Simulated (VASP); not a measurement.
A VASP calculation is set up with these files.

INCAR:
```
# general
SYSTEM  = Mg2ZnP2
PREC    = Accurate
ENCUT   = 400
LREAL   = F
LASPH   = T

# electronic loop
EDIFF   = 1E-6
NELM    = 100
ALGO    = Normal
LMAXMIX = 4

# smearing
ISMEAR  = 0
SIGMA   = 0.05

# functional
GGA     = PS

# ions
IBRION  = 2
NSW     = 60
ISIF    = 3
EDIFFG  = -0.02

# output
LWAVE   = F
LCHARG  = F
```

KPOINTS:
```
Automatic mesh
0
Gamma
6 6 3
0 0 0
```

**POSCAR**
```
Mg2ZnP2
1
    4.0017965859     0.0000000000     0.0000000000
   -2.0008982930     3.4656579079     0.0000000000
    0.0000000000     0.0000000000     6.4810893234
Mg Zn P
2 1 2
Direct
  0.6666670000   0.3333330000   0.6332173344
  0.3333330000   0.6666670000   0.9940918995
  0.0000000000   0.0000000000   0.3618189372
  1.0000000000   1.0000000000   0.7702248097
  0.6666670000   0.3333330000   0.2406470191
```

POTCAR, in this order: Mg Zn P (PBE.64 set). Program: vasp_std.

Task: Translate this PBEsol calculation to Quantum ESPRESSO's pw.x.

Result: One equivalent input (not run):
```
&CONTROL
  calculation = 'vc-relax'
  pseudo_dir = './pseudo'
  outdir = './out'
  tprnfor = .true.
  tstress = .true.
  nstep = 60
  forc_conv_thr = 0.00078
/
&SYSTEM
  ibrav = 0
  nat = 5
  ntyp = 3
  ecutwfc = 84
  occupations = 'smearing'
  smearing = 'gaussian'
  degauss = 0.003675
  input_dft = 'pbesol'
/
&ELECTRONS
  conv_thr = 7.3e-08
  electron_maxstep = 100
/
&IONS
/
&CELL
/
ATOMIC_SPECIES
  Mg 24.305 Mg.upf
  Zn 65.380 Zn.upf
  P 30.974 P.upf
CELL_PARAMETERS angstrom
     4.0017966    0.0000000    0.0000000
    -2.0008983    3.4656579    0.0000000
     0.0000000    0.0000000    6.4810893
ATOMIC_POSITIONS crystal
  Mg   0.6666670  0.3333330  0.6332173
  Mg   0.3333330  0.6666670  0.9940919
  Zn   0.0000000  0.0000000  0.3618189
  P    1.0000000  1.0000000  0.7702248
  P    0.6666670  0.3333330  0.2406470
K_POINTS automatic
  6 6 3 0 0 0
```
What does not carry over: the potentials are each code's own (VASP's PAW set, PseudoDojo norm-conserving files in pw.x), so ENCUT and ecutwfc are chosen apart and not converted; conv_thr bounds pw.x's estimated SCF error, while EDIFF bounds the energy change between steps; forc_conv_thr acts on force components and is met together with etot_conv_thr.

The structure comes from a computed database's Mg2ZnP2 entry (P3m1); how it stands against other phases isn't given here. This run relaxes it. Symmetry was kept, so distortions that lower it aren't found. The start is the result of an earlier pass.
